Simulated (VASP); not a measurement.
OSZICAR of a VASP run on Hf$_{16}$CO:

OSZICAR:
```
       N       E                     dE             d eps       ncg     rms          rms(c)
DAV:   1    -0.168172075460E+03   -0.16817E+03   -0.45701E-02   900   0.529E-01    0.587E-01
DAV:   2    -0.170823745866E+03   -0.26517E+01   -0.10328E+01   924   0.675E+00    0.734E+00
DAV:   3    -0.168099380554E+03    0.27244E+01   -0.13110E+01   940   0.588E+00    0.576E-01
DAV:   4    -0.168151256430E+03   -0.51876E-01   -0.49065E-01   796   0.139E+00    0.153E-01
DAV:   5    -0.168155397022E+03   -0.41406E-02   -0.36776E-02   796   0.428E-01    0.840E-02
DAV:   6    -0.168155676230E+03   -0.27921E-03   -0.55616E-03   756   0.162E-01    0.559E-02
DAV:   7    -0.168155688357E+03   -0.12127E-04   -0.62396E-04   860   0.578E-02    0.367E-02
DAV:   8    -0.168155667240E+03    0.21117E-04   -0.90666E-05   756   0.204E-02    0.255E-02
DAV:   9    -0.168155646226E+03    0.21014E-04   -0.65305E-05   836   0.225E-02    0.887E-03
DAV:  10    -0.168155645042E+03    0.11849E-05   -0.22187E-05   740   0.138E-02    0.494E-03
DAV:  11    -0.168155644511E+03    0.53092E-06   -0.27435E-06   476   0.525E-03
   1 F= -.16815564E+03 E0= -.16815761E+03  d E =0.589411E-02
```

Q: Which electronic solver shows in the log?

A: It is blocked Davidson (ALGO = Normal, or the opening steps of other solvers). The INCAR had ALGO = Normal.

Q: Can the final energy be trusted as converged?

A: The run converged. It stopped with EDIFF = 1E-6, NELM = 100 (PBE GGA, plane waves, VASP's PBE PAW potentials (set 64)).

The cell is a thin slab with vacuum, built from Hf (hcp): (001) face, CO adsorbed.
